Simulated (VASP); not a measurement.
Computed with HSE06 screened hybrid, VASP's PBE PAW potentials (set 64) (plane waves; VASP).

Input for VASP

KPOINTS:
```
Regular mesh
0
G
  1 1 1
0 0 0
```

POSCAR:
```
C31OSi31
1
    8.7583314357     0.0000000000     0.0000000000
    0.0000000000     8.7583314357     0.0000000000
    0.0000000000     0.0000000000     8.7583314357
Si C O
31 31 1
Direct
  0.4997404070   0.0005895014   0.0003327073
  0.7472262058   0.2490783454   0.0010837479
  0.7472761590   0.0013614984   0.2487866876
  0.9995843500   0.9997287144   0.9995136181
  0.2508492804   0.2494113752   0.0004499173
  0.4993299669   0.4967957864   0.0012215094
  0.7502123727   0.7498323236   0.9999647949
  0.2509571138   0.0006577868   0.2492080094
  0.7537717962   0.5035123508   0.2492585589
  0.4994665712   0.0014618099   0.4965886430
  0.7537721290   0.2494612266   0.5033159800
  0.7502435800   0.0001254510   0.7496771477
  0.0001377839   0.4999563737   0.9999515147
  0.2500387343   0.7493290364   0.9995394215
  0.0011531384   0.2498825932   0.2496331052
  0.2516586178   0.4969796327   0.2488238173
  0.5001465767   0.7509235824   0.2496469686
  0.0001760007   0.0001993987   0.4997518512
  0.2517238678   0.2491734340   0.4965646726
  0.4997307308   0.5035801587   0.5033135314
  0.7501386766   0.7511195713   0.4995831204
  0.2500631847   0.9998374063   0.7490113010
  0.5001076251   0.2498893748   0.7506847354
  0.7500841828   0.4998519948   0.7508646794
  0.9998086240   0.7495539003   0.2493003851
  0.0013594241   0.4998364976   0.4995950709
  0.2504038165   0.7499448948   0.4997889718
  0.9998263705   0.2495129370   0.7492677368
  0.2503752136   0.4999681711   0.7497155745
  0.4997708664   0.7495504917   0.7492997526
  0.0002263109   0.7500088522   0.7497817177
  0.6362302137   0.1122449435   0.1119691191
  0.8721767446   0.3744662611   0.1277699273
  0.8721957343   0.1280015762   0.3742173229
  0.1244003315   0.1243021779   0.1241271544
  0.3625812457   0.3857275505   0.1122099625
  0.6246606086   0.6218880120   0.1277791882
  0.8753948596   0.8738077141   0.1248638668
  0.3627369751   0.1124840962   0.3854680379
  0.8746505496   0.6243352542   0.3757228101
  0.6247162684   0.1279805065   0.6217605871
  0.8746421314   0.3759764030   0.6241286230
  0.8754014267   0.1251165602   0.8735929125
  0.1241530329   0.6250771435   0.1249173002
  0.3746158537   0.8741558166   0.1240937000
  0.1253244273   0.3753000078   0.3749462422
  0.3782052797   0.6219823456   0.3742541431
  0.6255821239   0.8750542745   0.3749269240
  0.1242022377   0.1252347522   0.6247318471
  0.3782292121   0.3745294098   0.6217278481
  0.6262153234   0.6243846364   0.6241165358
  0.8749782628   0.8751402047   0.6244161140
  0.3745916005   0.1243553082   0.8739241827
  0.6254882700   0.3752378221   0.8747795835
  0.8749386301   0.6246500303   0.8749001224
  0.1233767417   0.8731033798   0.3741711396
  0.1254164929   0.6246878226   0.6244844469
  0.3754791118   0.8739300331   0.6247771388
  0.1233460185   0.3743713748   0.8728697245
  0.3754344604   0.6250318969   0.8736790353
  0.6246760658   0.8729919586   0.8728291250
  0.1249492765   0.8745981228   0.8742912872
  0.6445318113   0.3943041331   0.3941047982
```

### INCAR
```
AEXX=0.25
ALGO=Normal
EDIFF=1E-5
ENCUT=400
GGA=PE
HFSCREEN=0.2
ISIF=0
ISMEAR=0
ISYM=0
LASPH=.TRUE.
LCHARG=.FALSE.
LHFCALC=.TRUE.
LREAL=Auto
LWAVE=.FALSE.
NELM=50
NELMIN=4
PREC=Normal
PRECFOCK=Fast
SIGMA=0.05
SYSTEM=C31OSi31
```

POTCAR, in this order: Si C O (PBE.64 set). Program: vasp_gam. Read from the step before: WAVECAR.

Output

File OSZICAR:
```
       N       E                     dE             d eps       ncg     rms          rms(c)
DAV:   1    -0.542871154152E+03   -0.54287E+03   -0.97965E+00   320   0.787E+00    0.146E+01
DAV:   2    -0.542901381768E+03   -0.30228E-01   -0.47228E-01   384   0.186E+00    0.102E+01
DAV:   3    -0.542968712341E+03   -0.67331E-01   -0.11480E+00   384   0.124E+00    0.721E+00
DAV:   4    -0.542818714541E+03    0.15000E+00   -0.12482E+00   416   0.325E+00    0.447E+00
DAV:   5    -0.543140201150E+03   -0.32149E+00   -0.60775E+00   376   0.302E+00    0.610E+00
DAV:   6    -0.542545249358E+03    0.59495E+00   -0.33976E+00   400   0.527E+00    0.278E+00
DAV:   7    -0.543443033696E+03   -0.89778E+00   -0.11197E+01   384   0.372E+00    0.592E+00
DAV:   8    -0.542696272618E+03    0.74676E+00   -0.31342E+00   408   0.547E+00    0.287E+00
DAV:   9    -0.543353720107E+03   -0.65745E+00   -0.10997E+01   376   0.434E+00    0.610E+00
DAV:  10    -0.542559912896E+03    0.79381E+00   -0.33708E+00   392   0.547E+00    0.267E+00
DAV:  11    -0.543445246000E+03   -0.88533E+00   -0.12435E+01   376   0.409E+00    0.598E+00
DAV:  12    -0.542709830973E+03    0.73542E+00   -0.31728E+00   400   0.547E+00    0.286E+00
DAV:  13    -0.543322699377E+03   -0.61287E+00   -0.10723E+01   376   0.437E+00    0.597E+00
DAV:  14    -0.542608388014E+03    0.71431E+00   -0.30376E+00   400   0.535E+00    0.270E+00
DAV:  15    -0.543413990108E+03   -0.80560E+00   -0.12147E+01   376   0.411E+00    0.602E+00
DAV:  16    -0.542683017596E+03    0.73097E+00   -0.33700E+00   400   0.549E+00    0.283E+00
DAV:  17    -0.543331271213E+03   -0.64825E+00   -0.10660E+01   376   0.431E+00    0.587E+00
DAV:  18    -0.542648958759E+03    0.68231E+00   -0.28179E+00   400   0.530E+00    0.274E+00
DAV:  19    -0.543392374779E+03   -0.74342E+00   -0.11972E+01   376   0.416E+00    0.609E+00
DAV:  20    -0.542645826795E+03    0.74655E+00   -0.36029E+00   392   0.552E+00    0.280E+00
DAV:  21    -0.543350260696E+03   -0.70443E+00   -0.10767E+01   368   0.424E+00    0.579E+00
DAV:  22    -0.542691054297E+03    0.65921E+00   -0.26318E+00   400   0.526E+00    0.280E+00
DAV:  23    -0.543367783757E+03   -0.67673E+00   -0.11766E+01   360   0.423E+00    0.615E+00
DAV:  24    -0.542610331070E+03    0.75745E+00   -0.37682E+00   392   0.554E+00    0.276E+00
DAV:  25    -0.543370140019E+03   -0.75981E+00   -0.10931E+01   368   0.418E+00    0.571E+00
DAV:  26    -0.542730068779E+03    0.64007E+00   -0.24883E+00   400   0.523E+00    0.285E+00
DAV:  27    -0.543342349514E+03   -0.61228E+00   -0.11523E+01   360   0.428E+00    0.619E+00
DAV:  28    -0.542578667328E+03    0.76368E+00   -0.38466E+00   384   0.553E+00    0.271E+00
DAV:  29    -0.543391424348E+03   -0.81276E+00   -0.11191E+01   368   0.413E+00    0.567E+00
DAV:  30    -0.542761378090E+03    0.63005E+00   -0.24008E+00   392   0.521E+00    0.289E+00
DAV:  31    -0.543319300028E+03   -0.55792E+00   -0.11277E+01   360   0.432E+00    0.620E+00
DAV:  32    -0.542554928654E+03    0.76437E+00   -0.38713E+00   392   0.552E+00    0.267E+00
DAV:  33    -0.543407466651E+03   -0.85254E+00   -0.11406E+01   368   0.407E+00    0.564E+00
DAV:  34    -0.542786266521E+03    0.62120E+00   -0.23458E+00   408   0.521E+00    0.292E+00
DAV:  35    -0.543299581013E+03   -0.51331E+00   -0.11039E+01   360   0.436E+00    0.621E+00
DAV:  36    -0.542536041872E+03    0.76354E+00   -0.38685E+00   392   0.551E+00    0.264E+00
DAV:  37    -0.543420768851E+03   -0.88473E+00   -0.11612E+01   368   0.402E+00    0.562E+00
DAV:  38    -0.542801943215E+03    0.61883E+00   -0.22732E+00   384   0.519E+00    0.297E+00
DAV:  39    -0.543293392404E+03   -0.49145E+00   -0.11106E+01   360   0.444E+00    0.624E+00
DAV:  40    -0.542519026654E+03    0.77437E+00   -0.38562E+00   384   0.551E+00    0.263E+00
DAV:  41    -0.543436061741E+03   -0.91704E+00   -0.11930E+01   368   0.402E+00    0.561E+00
DAV:  42    -0.542817509807E+03    0.61855E+00   -0.22593E+00   400   0.519E+00    0.300E+00
DAV:  43    -0.543279175660E+03   -0.46167E+00   -0.10940E+01   360   0.446E+00    0.624E+00
DAV:  44    -0.542508584769E+03    0.77059E+00   -0.38270E+00   384   0.550E+00    0.261E+00
DAV:  45    -0.543444118204E+03   -0.93553E+00   -0.12090E+01   376   0.399E+00    0.560E+00
DAV:  46    -0.542830416671E+03    0.61370E+00   -0.22499E+00   384   0.518E+00    0.301E+00
DAV:  47    -0.543267024395E+03   -0.43661E+00   -0.10774E+01   360   0.448E+00    0.623E+00
DAV:  48    -0.542500219880E+03    0.76680E+00   -0.37952E+00   384   0.549E+00    0.259E+00
DAV:  49    -0.543450734379E+03   -0.95051E+00   -0.12230E+01   368   0.397E+00    0.559E+00
DAV:  50    -0.542841026510E+03    0.60971E+00   -0.22528E+00   392   0.518E+00
   1 F= -.54284103E+03 E0= -.54284103E+03  d E =-.272967E-16
```

### OUTCAR
```
------------------------ aborting loop EDIFF was not reached (unconverged)  ----------------------------
  volume of cell :      671.84
      direct lattice vectors                 reciprocal lattice vectors
     8.758331436  0.000000000  0.000000000     0.114176999  0.000000000  0.000000000
     0.000000000  8.758331436  0.000000000     0.000000000  0.114176999  0.000000000
     0.000000000  0.000000000  8.758331436     0.000000000  0.000000000  0.114176999
  FREE ENERGIE OF THE ION-ELECTRON SYSTEM (eV)
  ---------------------------------------------------
  free  energy   TOTEN  =      -542.8410265100 eV

  energy  without entropy=     -542.8410265100  energy(sigma->0) =     -542.84102651

  exchange ACFDT corr.  =         0.00000000  see jH, gK, PRB 81, 115126
```
(Selected blocks of OUTCAR.)

### stdout
```
...
DAV:  31    -0.543319300028E+03   -0.55792E+00   -0.11277E+01   360   0.432E+00    0.620E+00
DAV:  32    -0.542554928654E+03    0.76437E+00   -0.38713E+00   392   0.552E+00    0.267E+00
DAV:  33    -0.543407466651E+03   -0.85254E+00   -0.11406E+01   368   0.407E+00    0.564E+00
DAV:  34    -0.542786266521E+03    0.62120E+00   -0.23458E+00   408   0.521E+00    0.292E+00
DAV:  35    -0.543299581013E+03   -0.51331E+00   -0.11039E+01   360   0.436E+00    0.621E+00
DAV:  36    -0.542536041872E+03    0.76354E+00   -0.38685E+00   392   0.551E+00    0.264E+00
DAV:  37    -0.543420768851E+03   -0.88473E+00   -0.11612E+01   368   0.402E+00    0.562E+00
DAV:  38    -0.542801943215E+03    0.61883E+00   -0.22732E+00   384   0.519E+00    0.297E+00
DAV:  39    -0.543293392404E+03   -0.49145E+00   -0.11106E+01   360   0.444E+00    0.624E+00
DAV:  40    -0.542519026654E+03    0.77437E+00   -0.38562E+00   384   0.551E+00    0.263E+00
DAV:  41    -0.543436061741E+03   -0.91704E+00   -0.11930E+01   368   0.402E+00    0.561E+00
DAV:  42    -0.542817509807E+03    0.61855E+00   -0.22593E+00   400   0.519E+00    0.300E+00
DAV:  43    -0.543279175660E+03   -0.46167E+00   -0.10940E+01   360   0.446E+00    0.624E+00
DAV:  44    -0.542508584769E+03    0.77059E+00   -0.38270E+00   384   0.550E+00    0.261E+00
DAV:  45    -0.543444118204E+03   -0.93553E+00   -0.12090E+01   376   0.399E+00    0.560E+00
DAV:  46    -0.542830416671E+03    0.61370E+00   -0.22499E+00   384   0.518E+00    0.301E+00
DAV:  47    -0.543267024395E+03   -0.43661E+00   -0.10774E+01   360   0.448E+00    0.623E+00
DAV:  48    -0.542500219880E+03    0.76680E+00   -0.37952E+00   384   0.549E+00    0.259E+00
DAV:  49    -0.543450734379E+03   -0.95051E+00   -0.12230E+01   368   0.397E+00    0.559E+00
DAV:  50    -0.542841026510E+03    0.60971E+00   -0.22528E+00   392   0.518E+00

 -----------------------------------------------------------------------------
|                                                                             |
|           W    W    AA    RRRRR   N    N  II  N    N   GGGG   !!!           |
|           W    W   A  A   R    R  NN   N  II  NN   N  G    G  !!!           |
|           W    W  A    A  R    R  N N  N  II  N N  N  G       !!!           |
|           W WW W  AAAAAA  RRRRR   N  N N  II  N  N N  G  GGG   !            |
|           WW  WW  A    A  R   R   N   NN  II  N   NN  G    G                |
|           W    W  A    A  R    R  N    N  II  N    N   GGGG   !!!           |
|                                                                             |
|     The electronic self-consistency was not achieved in the given           |
|     number of steps (NELM). The forces and other quantities evaluated       |
|     might not be reliable so examine the results carefully. If you find     |
|     spurious results, we suggest increasing NELM, if you were close to      |
|     convergence or switching to a different ALGO or adjusting the           |
|     density mixing parameters otherwise.                                    |
|                                                                             |
 -----------------------------------------------------------------------------

   1 F= -.54284103E+03 E0= -.54284103E+03  d E =-.272967E-16
```

Convergence was not reached.

The supercell is sampled at Γ alone, which is coarse: total energies, pressure and levels can be off, energies of defects by several tenths of an eV.

The cell is a supercell with a defect, built from SiC (zinc blende): O_C-vac_Si. The cell's shape comes from a PBE relaxation. The run is not spin-polarised, so no state with unpaired spins was tried.
